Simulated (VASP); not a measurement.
The input files of a VASP run:

**POSCAR**
```
In
1
   -1.6250000000     1.6250000000     2.4750000000
    1.6250000000    -1.6250000000     2.4750000000
    1.6250000000     1.6250000000    -2.4750000000
In
1
Direct
  0.0000000000   0.0000000000   0.0000000000
```

File KPOINTS:
```
Automatic
0
Gamma
 14 14 14
0 0 0
```

### INCAR
```
AGGAC = 0.0
ALGO = Normal
EDIFF = 1E-6
EDIFFG = -0.01
ENCUT = 520
GGA = BO
IBRION = 2
ISIF = 3
ISMEAR = 1
LASPH = .TRUE.
LCHARG = .FALSE.
LMAXMIX = 4
LREAL = .FALSE.
LUSE_VDW = .TRUE.
LWAVE = .FALSE.
NELM = 100
NSW = 60
PARAM1 = 0.1833333333
PARAM2 = 0.22
PREC = Accurate
SIGMA = 0.1
SYSTEM = In
```

POTCAR, in this order: In_d (PBE.64 set). Program: vasp_std.

Q: Write an equivalent input for Quantum ESPRESSO's pw.x.

A: One equivalent input (not run):
```
&CONTROL
  calculation = 'vc-relax'
  pseudo_dir = './pseudo'
  outdir = './out'
  tprnfor = .true.
  tstress = .true.
  nstep = 60
  forc_conv_thr = 0.00039
/
&SYSTEM
  ibrav = 0
  nat = 1
  ntyp = 1
  ecutwfc = 70
  occupations = 'smearing'
  smearing = 'methfessel-paxton'
  degauss = 0.00735
  input_dft = 'vdw-df-obk8'
/
&ELECTRONS
  conv_thr = 7.3e-08
  electron_maxstep = 100
/
&IONS
/
&CELL
/
ATOMIC_SPECIES
  In 114.818 In.upf
CELL_PARAMETERS angstrom
    -1.6250000    1.6250000    2.4750000
     1.6250000   -1.6250000    2.4750000
     1.6250000    1.6250000   -2.4750000
ATOMIC_POSITIONS crystal
  In   0.0000000  0.0000000  0.0000000
K_POINTS automatic
  14 14 14 0 0 0
```
The two are equivalent in intent, not identical: the potentials are each code's own (VASP's PAW set, PseudoDojo norm-conserving files in pw.x), so ENCUT and ecutwfc are chosen apart and not converted; conv_thr bounds pw.x's estimated SCF error, while EDIFF bounds the energy change between steps; forc_conv_thr acts on force components and is met together with etot_conv_thr.

The compound is In in the bct structure. This run relaxes it. Symmetry was kept, so distortions that lower it aren't found.
